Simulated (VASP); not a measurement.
WSb (relaxed from the wurtzite structure, space group P6_3mc): computed properties

Calculation: PBEsol GGA, VASP's PBE PAW potentials (set 64) (plane waves; VASP 6.6.1).

For WSb, the space group is P6_3mc (186), the cell comes out as a = b = 3.0924 Å, c = 9.5840 Å, α = β = 90.00°, γ = 120.00° and the volume per atom comes out as 19.84 Å³/atom. The band gap (over mesh and band path) is none (metal, semimetal or under 0.01 eV). The density is 12.79 g/cm³.

```cif
data_Sb2W2
_chemical_formula_sum 'W2 Sb2'
_space_group_name_H-M_alt 'P63mc'
_space_group_IT_number 186
_space_group_name_Hall 'P 6c -2c'
_cell_length_a 3.09243
_cell_length_b 3.09243
_cell_length_c 9.58398
_cell_angle_alpha 90.000
_cell_angle_beta 90.000
_cell_angle_gamma 120.000
loop_
_atom_site_label
_atom_site_type_symbol
_atom_site_symmetry_multiplicity
_atom_site_Wyckoff_symbol
_atom_site_fract_x
_atom_site_fract_y
_atom_site_fract_z
_atom_site_occupancy
W1 W 2 b 0.33333 0.66667 0.04677 1
Sb1 Sb 2 b 0.33333 0.66667 0.32823 1
```

Unless said otherwise, spin-orbit coupling is left out, though it shifts the bands of the heavy elements here.

The structure was generated: WSb was put into the wurtzite type (P6_3mc), which need not be its known phase. It was relaxed first, which changed the volume by -53 %. Symmetry was kept, so distortions that lower it aren't found.
